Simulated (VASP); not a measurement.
Molecule: HfCl4, in a box.

```
Hf Cl
1.0
    14.03574    0.00000    0.00000
     0.00000   14.53574    0.00000
     0.00000    0.00000   15.03574
Hf Cl
1 4
Direct
  0.50000 0.50343 0.50000
  0.35933 0.46369 0.43057
  0.47747 0.50499 0.65196
  0.61629 0.39751 0.46441
  0.54691 0.64757 0.45307
```

Base run:

- Program: VASP 6.6.1
- Functional: RPBE
- Potentials or basis: VASP PAW PBE potentials, release 64 (Hf_pv, Cl)
- Cutoff: 400 eV
- k mesh: 1 × 1 × 1
- Occupations: gaussian, width 0.01 eV
- Spin: no spin polarisation

Its results: gap between the frontier levels 5.41 eV; largest force 0.273 eV/Å.

The run is repeated on the same cell with these changes: functional from RPBE to rev-vdW-DF2. What comes out?

Gap between the frontier levels 5.31 eV; largest force 0.039 eV/Å.

Caveats: the PAW data sets were made with another functional, which shifts forces and pressure a little; spin-orbit coupling is left out, which moves the levels of the heavy elements.

